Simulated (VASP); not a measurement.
Input of a VASP 6.6.1 run:

File INCAR:

```
PREC = Accurate
ENCUT = 520
EDIFF = 1E-7
ISMEAR = -1
SIGMA = 0.1
LREAL = False
LASPH = True
NELM = 100
ALGO = Fast
ISIF = 2
LWAVE = False
LCHARG = False
GGA = PE
NBANDS = 48
```

KPOINTS

```
regular mesh
0
Gamma
  3 2 3
```

Contents of POSCAR:

```
CaHCl
1.0
    6.2211140000      0.1172750000     -1.2862260000
   -0.0336260000      6.7011320000      0.9213880000
    0.2321710000      0.0649180000      5.5669520000
Ca H Cl
4 4 4
Direct
    0.5416049525      0.8820160404      0.8831659364
    0.7214197435      0.6284844636      0.4774969836
    0.0427179506      0.7197983721      0.0152245531
    0.2995320262      0.3219169052      0.8431668724
    0.3533697364      0.9826520591      0.2525864292
    0.4522945998      0.0406628837      0.3477741107
    0.7675742247      0.4673929915      0.9170430482
    0.1712300616      1.0417200392      0.7545134597
    0.6834169107      0.2085777169      0.1900931774
    0.2361655746      0.7174908031      0.5349995628
    1.0026927962      1.0012036968      0.3494419339
    0.0383933891      0.3552873099      0.3495063567
```

Potentials or basis: VASP PAW PBE potentials, release 64 (Ca_sv, H, Cl).

Launch:

```sh
$ cat potpaw_PBE.64/Ca_sv/POTCAR potpaw_PBE.64/H/POTCAR potpaw_PBE.64/Cl/POTCAR > POTCAR
$ mpirun -np 1 vasp_std > vasp.out
```

Task: What does it give for the largest force?

Result: 4.902 eV/Å.

Task: Predict the band gap on the k mesh.

Result: 0.15 eV, indirect (least direct gap 0.27 eV).

Stress tensor (GPa, compression positive):
```
 8.95 -3.35  0.00
-3.35 12.40 -0.29
 0.00 -0.29  0.18
```

Caveat: the k mesh is coarse (spacing up to 0.47 Å⁻¹), so the values aren't converged. As with any semilocal functional, this PBE gap is likely too small.
